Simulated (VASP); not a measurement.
# NbSi2: structure and properties in VASP

Aim: relax NbSi2, then compute properties on the relaxed cell. The steps: full relaxation (PBE + D3(BJ)), second relaxation, density, ELF and potential (PBE + D3(BJ)), bands along the symmetry lines (PBE + D3(BJ)), density of states (PBE + D3(BJ)) and vibrations at Γ (PBE + D3(BJ)). The start is a cell from a database of measured crystal structures.

Main program and level: VASP 6.6.1; PBE with D3(BJ); plane waves and PAW (Nb_sv, Si).

**1. The structure**

Before any relaxation, the start is as follows. Symmetry: P6_222, No. 180, hexagonal system. The conventional cell has a = 4.819 Å, b = 4.819 Å, c = 6.592 Å, α = 90.00°, β = 90.00°, γ = 120.00°. Nb has 10 Si at 2.62 to 2.84 Å nearest. Si has 5 Si at 2.57 to 2.84 Å and 5 Nb at 2.62 to 2.84 Å nearest. Farther neighbours are not listed.

Structure file:

```cif
data_structure
_symmetry_space_group_name_H-M 'P 1'
_symmetry_Int_Tables_number 1
_cell_length_a 4.8190
_cell_length_b 4.8190
_cell_length_c 6.5920
_cell_angle_alpha 90.000
_cell_angle_beta 90.000
_cell_angle_gamma 120.000
_cell_volume 132.58
loop_
_atom_site_label
_atom_site_type_symbol
_atom_site_fract_x
_atom_site_fract_y
_atom_site_fract_z
_atom_site_occupancy
Nb1 Nb 0.00000 0.50000 0.16667 1
Nb2 Nb 0.50000 0.50000 0.83333 1
Nb3 Nb 0.50000 0.00000 0.50000 1
Si4 Si 0.31980 0.15990 0.16667 1
Si5 Si 0.15990 0.84010 0.83333 1
Si6 Si 0.84010 0.68020 0.50000 1
Si7 Si 0.68020 0.84010 0.16667 1
Si8 Si 0.84010 0.15990 0.83333 1
Si9 Si 0.15990 0.31980 0.50000 1
```

**2. Full relaxation (PBE + D3(BJ))**

The start need not lie at this functional's minimum. ISIF = 3 frees volume, shape and positions, and EDIFFG sets the threshold on forces and stress at which the search stops. PBE, the usual starting point, adds the gradient of the density. A dispersion term adds the long-range attraction that semilocal functionals lack. D3 with Becke-Johnson damping keeps a finite attraction at short range.

Contents of INCAR:

```
SYSTEM = NbSi2
PREC = Accurate
ENCUT = 400
EDIFF = 1E-06
NELM = 100
ISMEAR = -1
SIGMA = 0.05
LREAL = .FALSE.
ALGO = Normal
GGA = PE
IVDW = 12
NBANDS = 40
LORBIT = 11
LWAVE = .FALSE.
LCHARG = .FALSE.
KPAR = 4
IBRION = 2
NSW = 60
ISIF = 3
EDIFFG = -0.01
```

Contents of POSCAR:

```
NbSi2
1.0
    4.8190000000      0.0000000000      0.0000000000
   -2.4095000000      4.1733764208      0.0000000000
    0.0000000000      0.0000000000      6.5920000000
Nb Si
3 6
Direct
    0.0000000000      0.5000000000      0.1666666667
    0.5000000000      0.5000000000      0.8333333333
    0.5000000000      0.0000000000      0.5000000000
    0.3198000000      0.1599000000      0.1666666667
    0.1599000000      0.8401000000      0.8333333333
    0.8401000000      0.6802000000      0.5000000000
    0.6802000000      0.8401000000      0.1666666667
    0.8401000000      0.1599000000      0.8333333333
    0.1599000000      0.3198000000      0.5000000000
```

Contents of KPOINTS:

```
Automatic mesh
0
Gamma
5 5 3
0 0 0
```

Potentials, in the order of the species: Nb_sv and Si (PBE family, release 64).

Started as:

```sh
$ mpirun -np 4 vasp_std
```

What it wrote:

```text
[banner, memory and clock lines left out]
running    4 mpi-ranks, on    1 nodes
 distrk:  each k-point on    1 cores,    4 groups
 distr:  one band on    1 cores,    1 groups

 POSCAR found type information on POSCAR NbSi
 POSCAR found :  2 types and       9 ions
 LDA part: xc-table for (Slater+PW92), standard interpolation
 POSCAR, INCAR and KPOINTS ok, starting setup
 FFT: planning ... GRIDC
 FFT: planning ... GRID_SOFT
 FFT: planning ... GRID
 WAVECAR not read
 entering main loop
       N       E                     dE             d eps       ncg     rms          rms(c)
DAV:   1     0.439516048259E+03    0.43952E+03   -0.27302E+04   816   0.123E+03
DAV:   2    -0.300016168488E+02   -0.46952E+03   -0.45399E+03  1016   0.441E+02
DAV:   3    -0.682195421235E+02   -0.38218E+02   -0.37455E+02  1416   0.902E+01
DAV:   4    -0.705924536845E+02   -0.23729E+01   -0.23606E+01  1216   0.205E+01
DAV:   5    -0.707220033435E+02   -0.12955E+00   -0.12933E+00  1312   0.560E+00    0.169E+01
DAV:   6    -0.683248159660E+02    0.23972E+01   -0.13836E+01  1176   0.185E+01    0.606E+00
DAV:   7    -0.682190360785E+02    0.10578E+00   -0.14013E+00  1200   0.476E+00    0.371E+00
DAV:   8    -0.681874668705E+02    0.31569E-01   -0.16166E-01  1224   0.227E+00    0.720E-01
DAV:   9    -0.681880288280E+02   -0.56196E-03   -0.27742E-02  1360   0.746E-01    0.493E-01
DAV:  10    -0.681880754809E+02   -0.46653E-04   -0.38793E-03  1040   0.452E-01    0.695E-02
DAV:  11    -0.681880077952E+02    0.67686E-04   -0.47903E-04  1272   0.109E-01    0.279E-02
DAV:  12    -0.681880058837E+02    0.19115E-05   -0.56175E-05  1240   0.532E-02    0.953E-03
DAV:  13    -0.681880042975E+02    0.15862E-05   -0.83068E-06  1040   0.153E-02    0.338E-03
DAV:  14    -0.681880034984E+02    0.79904E-06   -0.79394E-07   640   0.779E-03
   1 F= -.73265745E+02 E0= -.73250028E+02  d E =-.732657E+02
 curvature:   0.00 expect dE= 0.000E+00 dE for cont linesearch  0.000E+00
 trial: gam= 0.00000 g(F)=  0.268E-02 g(S)=  0.465E+00 ort = 0.000E+00 (trialstep = 0.100E+01)
 search vector abs. value=  0.468E+00
 bond charge predicted
       N       E                     dE             d eps       ncg     rms          rms(c)
DAV:   1    -0.706412344176E+02   -0.24532E+01   -0.10355E+02  1016   0.876E+01    0.151E+01
DAV:   2    -0.679959646473E+02    0.26453E+01   -0.12734E+01  1128   0.261E+01    0.500E+00
DAV:   3    -0.675786041481E+02    0.41736E+00   -0.15216E+00  1328   0.729E+00    0.224E+00
DAV:   4    -0.675674245588E+02    0.11180E-01   -0.57317E-01  1376   0.256E+00    0.106E+00
DAV:   5    -0.675796614749E+02   -0.12237E-01   -0.60370E-02  1312   0.122E+00    0.999E-01
DAV:   6    -0.676033616100E+02   -0.23700E-01   -0.44746E-02  1560   0.897E-01    0.335E-01
DAV:   7    -0.676061423787E+02   -0.27808E-02   -0.87991E-03  1488   0.408E-01    0.322E-02
DAV:   8    -0.676062088927E+02   -0.66514E-04   -0.93228E-04  1280   0.131E-01    0.223E-02
DAV:   9    -0.676062084357E+02    0.45699E-06   -0.57301E-05  1232   0.420E-02    0.794E-03
DAV:  10    -0.676062085533E+02   -0.11757E-06   -0.27399E-06   760   0.136E-02
   2 F= -.73164447E+02 E0= -.73149143E+02  d E =0.101299E+00
[... from here on, the cycles between the ionic steps are left out ...]
   3 F= -.73367556E+02 E0= -.73352192E+02  d E =-.101811E+00
   4 F= -.73367564E+02 E0= -.73352204E+02  d E =-.101819E+00
   5 F= -.73369991E+02 E0= -.73353499E+02  d E =-.242683E-02
   6 F= -.73370149E+02 E0= -.73353884E+02  d E =-.258515E-02
   7 F= -.73370225E+02 E0= -.73354131E+02  d E =-.761369E-04
   8 F= -.73370220E+02 E0= -.73354148E+02  d E =-.710158E-04
   9 F= -.73370222E+02 E0= -.73354133E+02  d E =-.725712E-04
 curvature:  -0.02 expect dE=-0.309E-05 dE for cont linesearch -0.927E-07
 ZBRENT: accuracy reached
 trial: gam= 0.81720 g(F)=  0.242E-04 g(S)=  0.117E-03 ort =-0.298E-04 (trialstep = 0.772E+00)
 search vector abs. value=  0.232E-03
 bond charge predicted
       N       E                     dE             d eps       ncg     rms          rms(c)
DAV:   1    -0.680949768850E+02    0.13950E-02   -0.49183E-03   920   0.458E-01    0.543E-02
DAV:   2    -0.680949363559E+02    0.40529E-04   -0.34356E-04  1104   0.112E-01    0.266E-02
DAV:   3    -0.680949206745E+02    0.15681E-04   -0.61827E-05  1176   0.525E-02    0.103E-02
DAV:   4    -0.680949213134E+02   -0.63889E-06   -0.14294E-05  1232   0.194E-02    0.406E-03
DAV:   5    -0.680949214795E+02   -0.16606E-06   -0.19540E-06   672   0.108E-02
  10 F= -.73370263E+02 E0= -.73354405E+02  d E =-.406638E-04
 trial-energy change:   -0.000041  1 .order   -0.000041   -0.000090    0.000008
 step:   0.7074(harm=  0.7074)  dis= 0.00085  next Energy=   -73.370263 (dE=-0.412E-04)
 reached required accuracy - stopping structural energy minimisation
```

Wall time 53 s (4 MPI ranks of Intel Xeon Platinum 8488C (Sapphire Rapids), shared host); peak memory 0.91 GiB.

Lines that name or quote the potential files are left out of all logs, and their timing lines are given in words.

OUTCAR, selected parts (step 2):

```text
ion  position               nearest neighbor table
   1  0.000  0.500  0.167-   6 2.62   9 2.62   8 2.62   5 2.62   4 2.75   7 2.75   7 2.75   4 2.75
                             7 2.84   4 2.84
   2  0.500  0.500  0.833-   6 2.62   9 2.62   7 2.62   4 2.62   8 2.75   5 2.75   5 2.75   8 2.75
                             8 2.84   5 2.84
   3  0.500  0.000  0.500-   4 2.62   5 2.62   7 2.62   8 2.62   9 2.75   6 2.75   9 2.75   6 2.75
                             9 2.84   6 2.84
   4  0.320  0.160  0.167-   9 2.57   5 2.57   3 2.62   2 2.62   7 2.67   1 2.75   1 2.75   1 2.84
                             7 2.84   7 2.84
   5  0.160  0.840  0.833-   6 2.57   4 2.57   3 2.62   1 2.62   8 2.67   2 2.75   2 2.75   2 2.84
                             8 2.84   8 2.84
   6  0.840  0.680  0.500-   5 2.57   7 2.57   2 2.62   1 2.62   9 2.67   3 2.75   3 2.75   3 2.84
                             9 2.84   9 2.84
   7  0.680  0.840  0.167-   6 2.57   8 2.57   3 2.62   2 2.62   4 2.67   1 2.75   1 2.75   1 2.84
                             4 2.84   4 2.84
   8  0.840  0.160  0.833-   9 2.57   7 2.57   3 2.62   1 2.62   5 2.67   2 2.75   2 2.75   2 2.84
                             5 2.84   5 2.84
   9  0.160  0.320  0.500-   4 2.57   8 2.57   2 2.62   1 2.62   6 2.67   3 2.75   3 2.75   3 2.84
                             6 2.84   6 2.84

  LATTYP: Found a hexagonal cell.
 ALAT       =     4.8190000000
 C/A-ratio  =     1.3679186553

 Subroutine GETGRP returns: Found 12 space group operations
 (whereof  4 operations were pure point group operations)

The static configuration has the point symmetry D_2 .
 The point group associated with its full space group is D_6 .

 Found     10 irreducible k-points:

   k-points           NKPTS =     10   k-points in BZ     NKDIM =     10   number of bands    NBANDS=     40

   dimension x,y,z NGX =    32 NGY =   32 NGZ =   48
   dimension x,y,z NGXF=    64 NGYF=   64 NGZF=   96

   ENCUT  =  400.0 eV  29.40 Ry    5.42 a.u.   7.86  7.86 10.75*2*pi/ulx,y,z

   NELECT =      63.0000    total number of electrons

 k-points in reciprocal lattice and weights: Automatic mesh
   0.00000000  0.00000000  0.00000000       0.013
   0.20000000  0.00000000  0.00000000       0.080
   0.40000000  0.00000000  0.00000000       0.080
   0.20000000  0.20000000  0.00000000       0.080
   0.40000000  0.20000000  0.00000000       0.080
   0.00000000  0.00000000  0.33333333       0.027
   0.20000000  0.00000000  0.33333333       0.160
   0.40000000  0.00000000  0.33333333       0.160
   0.20000000  0.20000000  0.33333333       0.160
   0.40000000  0.20000000  0.33333333       0.160

 Edisp (eV)   -5.27385

 average (electrostatic) potential at core
       1 -76.4721       2 -76.4721       3 -76.4721       4 -77.6420       5 -77.6420
       6 -77.6420       7 -77.6420       8 -77.6420       9 -77.6420

 E-fermi :  11.7922

 k-point     1 :       0.0000    0.0000    0.0000
  band No.  band energies     occupation
    ...
     28       9.5679      2.00000
     29       9.6533      2.00000
     30       9.8250      2.00000
     31       9.8250      2.00000
     32      10.7927      2.00000
     33      12.6006      0.00000
     34      15.1194      0.00000
     35      15.2714      0.00000
     36      15.2815      0.00000
     37      15.2815      0.00000
    ...

 k-point     2 :       0.2000    0.0000    0.0000
  band No.  band energies     occupation
    ...
     28       9.7758      2.00000
     29       9.9623      2.00000
     30       9.9932      2.00000
     31      10.2998      2.00000
     32      10.5327      2.00000
     33      12.3432      0.00003
     34      13.9081      0.00000
     35      14.1552      0.00000
     36      14.6419      0.00000
     37      14.7815      0.00000
    ...

 k-point     3 :       0.4000    0.0000    0.0000
  band No.  band energies     occupation
    ...
     28       9.9172      2.00000
     29      10.5978      2.00000
     30      10.9624      2.00000
     31      11.5059      1.99351
     32      11.5936      1.96306
     33      11.9593      0.06840
     34      13.2146      0.00000
     35      13.7313      0.00000
     36      13.8407      0.00000
     37      14.1257      0.00000
    ...

 Edisp (eV)   -5.27534

  Total      -0.04149    -0.04149    -0.01184     0.00000     0.00000     0.00000
  in kB      -0.52034    -0.52034    -0.14846     0.00000     0.00000     0.00000
  external pressure =       -0.40 kB  Pullay stress =        0.00 kB

  energy-cutoff  :      400.00
  volume of cell :      127.75
      direct lattice vectors                 reciprocal lattice vectors
     4.751732146  0.000000000  0.000000000     0.210449573  0.121503117 -0.000000000
    -2.375866073  4.115120750 -0.000000000     0.000000000  0.243006235  0.000000000
     0.000000000  0.000000000  6.533161046    -0.000000000  0.000000000  0.153065261

 POSITION                                       TOTAL-FORCE (eV/Angst)
 -----------------------------------------------------------------------------------
      3.56380      2.05756      1.08886        -0.000000      0.000000     -0.000000
      1.18793      2.05756      5.44430        -0.000000      0.000000      0.000000
      0.00000      4.11512      3.26658        -0.000000      0.000000     -0.000000
      1.13431      0.65489      1.08886         0.001188      0.000686      0.000000
     -1.24156      3.46023      5.44430         0.001188     -0.000686      0.000000
      2.37587      2.80533      3.26658        -0.000000     -0.001372     -0.000000
      1.24156      3.46023      1.08886        -0.001188     -0.000686     -0.000000
      3.61742      0.65489      5.44430        -0.001188      0.000686     -0.000000
      0.00000      1.30979      3.26658        -0.000000      0.001372     -0.000000
 -----------------------------------------------------------------------------------
    total drift:                                0.000000     -0.000000      0.000001

  FREE ENERGIE OF THE ION-ELECTRON SYSTEM (eV)
  ---------------------------------------------------
  free  energy   TOTEN  =       -73.3702625141 eV

  energy  without entropy=      -73.3385478392  energy(sigma->0) =      -73.35440518

 reached required accuracy - stopping structural energy minimisation

 total charge
# of ion       s       p       d       tot
------------------------------------------
    1        2.158   6.039   2.625  10.822
    2        2.158   6.039   2.625  10.822
    3        2.158   6.039   2.625  10.822
    4        0.758   0.886   0.000   1.644
    5        0.758   0.886   0.000   1.644
    6        0.758   0.886   0.000   1.644
    7        0.758   0.886   0.000   1.644
    8        0.758   0.886   0.000   1.644
    9        0.758   0.886   0.000   1.644
--------------------------------------------------
tot         11.018  23.434   7.876  42.328

[... 3 further parts left out ...]
```

This run has no spin polarisation. Its electron count is odd, so without a moment it is a metal by construction. The k-mesh is coarse for a metal. Dispersion corrections of this kind ignore metallic screening and tend to overbind metals. The run keeps the 12 symmetry operations of its start, so it cannot find a distortion of lower symmetry.

The steps of the relaxation:

| step | energy less that of the first step (eV) | largest force (eV/Å) | pressure (GPa) | volume (Å³) |
| --- | --- | --- | --- | --- |
| 1 | 0.0000 | 0.0962 | -6.50 | 132.58 |
| 2 | 0.1013 | 0.0261 | 10.88 | 121.44 |
| 3 | -0.1018 | 0.0744 | -0.02 | 127.80 |
| 4 | -0.1018 | 0.0738 | 0.12 | 127.71 |
| 5 | -0.1042 | 0.0044 | 0.08 | 127.64 |
| 6 | -0.1044 | 0.0186 | 0.09 | 127.65 |
| 7 | -0.1045 | 0.0095 | -0.07 | 127.78 |
| 8 | -0.1045 | 0.0083 | -0.10 | 127.80 |
| 9 | -0.1045 | 0.0091 | -0.10 | 127.78 |
| 10 | -0.1045 | 0.0014 | -0.04 | 127.75 |

| conventional cell, symmetrised | before | after | change |
| --- | --- | --- | --- |
| a (Å) | 4.819 | 4.752 | -1.4 % |
| b (Å) | 4.819 | 4.752 | -1.4 % |
| c (Å) | 6.592 | 6.533 | -0.9 % |
| volume (Å³/atom) | 14.73 | 14.19 | -3.6 % |

The relaxed structure:

```xyz
9
Lattice="4.7517 0.0000 0.0000 -2.3759 4.1151 0.0000 0.0000 0.0000 6.5332" Properties=species:S:1:pos:R:3 pbc="T T T"
Nb   -1.1879    2.0576    1.0889
Nb    1.1879    2.0576    5.4443
Nb    2.3759    0.0000    3.2666
Si    1.1343    0.6549    1.0889
Si   -1.2416    3.4602    5.4443
Si    2.3759    2.8053    3.2666
Si    1.2416    3.4602    1.0889
Si    3.6174    0.6549    5.4443
Si    0.0000    1.3098    3.2666
```

Numbers from this step:

```yaml
electrons: 63
bands: 40
irreducible_k_points: 10
symmetry_operations: 12
free_energy_toten: -73.3703 eV
energy_at_zero_smearing: -73.3544 eV
fermi_energy: 11.79 eV
pressure: -0.03964 GPa
metallic: yes
scf_cycles_over_all_ionic_steps: 71
```

It ends with a largest force of 0.001 eV/Å and a pressure of -0.04 GPa. The volume lies -3.6 % from that of the database's start, which holds the thermal and zero-point expansion of its experiment.

[end of part 1 of 4]

[Lines on the potential files, build, host, timing and source positions are cut from VASP's logs without a mark.]

[Logs are printed without paths, hosts, clocks, repeated set-up lines and the standing remarks that a program may print on its own settings, such as how far it seeks lower states.]

[Hosts, paths, dates, database ids (printed as entryN), source tags and the programs' standing remarks are cut or masked in the printed files.]

[A measured line is paired with the nearest computed mode of its activity, which favours agreement.]
